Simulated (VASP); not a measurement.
Input:

```xyz
2
Lattice="0.0000 2.5568 2.5568 2.5568 0.0000 2.5568 2.5568 2.5568 0.0000" Properties=species:S:1:pos:R:3 pbc="T T T"
Pb     0.0000     0.0000     0.0000
O      1.2784     1.2784     1.2784
```

Calculation: PBEsol GGA, VASP's PBE PAW potentials (set 64) (plane waves; VASP). Run with 620 eV cut-off, 12×12×12 Γ-centred mesh, first-order Methfessel-Paxton smearing of 0.10 eV, potentials Pb_d O.

Unless said otherwise, spin-orbit coupling is left out, though it shifts the bands of the heavy elements here.

Problem. What does the run give for the energy per atom (σ→0), pressure, band gap (on the k-mesh) with the smallest direct gap where there is one?

Solution. 
| Property | Result |
|---|---|
| band gap (on the k-mesh) | none (metal, semimetal or under 0.01 eV) |
| energy per atom (σ→0) | -5.104 eV/atom |
| pressure | 29.94 GPa |

The absolute energy has meaning only against runs of the same code, potentials and settings.

The structure was generated: PbO was put into the zinc blende type (F-43m), which need not be its known phase. It was relaxed first under an external pressure of 30 GPa.
